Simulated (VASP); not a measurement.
Given:

```
CELL_PARAMETERS angstrom
     -1.65750     1.65750     2.52450
      1.65750    -1.65750     2.52450
      1.65750     1.65750    -2.52450
ATOMIC_POSITIONS crystal
  In 0.00000 0.00000 0.00000
```

The numbers are results of PBE GGA, VASP's PBE PAW potentials (set 64) (plane waves; VASP), not measurements. Run with EDIFF = 1E-3, 400 eV cut-off, 14×14×14 Γ-centred mesh, first-order Methfessel-Paxton smearing of 0.10 eV, potentials In_d.

Unless said otherwise, spin-orbit coupling is left out, though it shifts the bands of the heavy elements here.

Q: Estimate the energy per atom (σ→0), band gap (on the k-mesh) with the smallest direct gap where there is one.

A: 
```yaml
band gap (on the k-mesh): none (metal, semimetal or under 0.01 eV)
energy per atom (σ→0): -2561 meV/atom
```

Total energies compare only between runs with the same potentials, cut-off and functional.

The compound is In in the bct structure. The cell was not relaxed at this level. The run is one of a series of settings (EDIFF = 1E-3 against the base run), some of them coarse on purpose.
